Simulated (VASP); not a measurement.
Here is the system:

```
BN
1.0
    0.00000     1.82167     1.82167
    1.82167     0.00000     1.82167
    1.82167     1.82167     0.00000
B N
1 1
Direct
  0.00000   0.00000   0.00000
  0.25000   0.25000   0.25000
```

Method: PBE GGA with D4 dispersion, VASP's PBE PAW potentials (set 64) (plane waves; VASP 6.6.1). Settings: 520 eV cut-off, 12×12×12 Γ-centred mesh, Gaussian smearing of 0.050 eV, potentials B N.

The job: BN (zinc blende), 2 atoms, PBE-D4, static run, 520 eV, 12×12×12 Γ-centred mesh. Roughly how much core time does it take on a busy server core?

About 20 core-seconds (one run on a shared machine, a rough figure). It had 72 irreducible k-points, 8 bands, up to 335 plane waves and 13 electronic steps.

The compound is BN in the zinc blende structure. This cell is one point of a volume scan, at 1.03 of the reference volume.
